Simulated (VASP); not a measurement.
Input of a VASP 6.6.1 run:

The input INCAR:

```
SYSTEM = NbWS4
PREC = Accurate
ENCUT = 520
EDIFF = 1E-6
ISMEAR = 0
SIGMA = 0.1
LREAL = .False.
LASPH = .True.
NELM = 80
ALGO = Normal
ISIF = 2
LWAVE = .False.
LCHARG = .True.
GGA = PS
LVHAR = .True.
KPAR = 4
```

The input KPOINTS:

```
regular mesh
0
Gamma
  6 10 6
  0 0 0
```

File POSCAR:

```
NbWS4
1.0
    5.6847400000      0.0000000000      0.0000000000
    0.0000000000      3.2736600000      0.0000000000
   -1.9046470000      0.0000000000      6.6318200000
Nb W S
1 1 4
Direct
    0.9955310000      0.0000000000      0.9999980000
    0.5041640000      0.5000000000      0.0001320000
    0.7490940000      0.5000000000      0.7635570000
    0.9076380000      0.5000000000      0.2367060000
    0.2613460000      0.0000000000      0.7683840000
    0.4164430000      0.0000000000      0.2318250000
```

Potentials or basis: VASP PAW PBE potentials, release 64 (Nb_sv, W_sv, S).

Launch:

```sh
$ cat potpaw_PBE.64/Nb_sv/POTCAR potpaw_PBE.64/W_sv/POTCAR potpaw_PBE.64/S/POTCAR > POTCAR
$ mpirun -np 4 vasp_std > vasp.out
```

(1) Estimate the largest force.

(2) Estimate the band gap on the k mesh.

## Answers

(1) 0.302 eV/Å.

(2) none (metal or under the smearing width).

Caveat: the PAW data sets were made with another functional, which shifts forces and pressure a little.
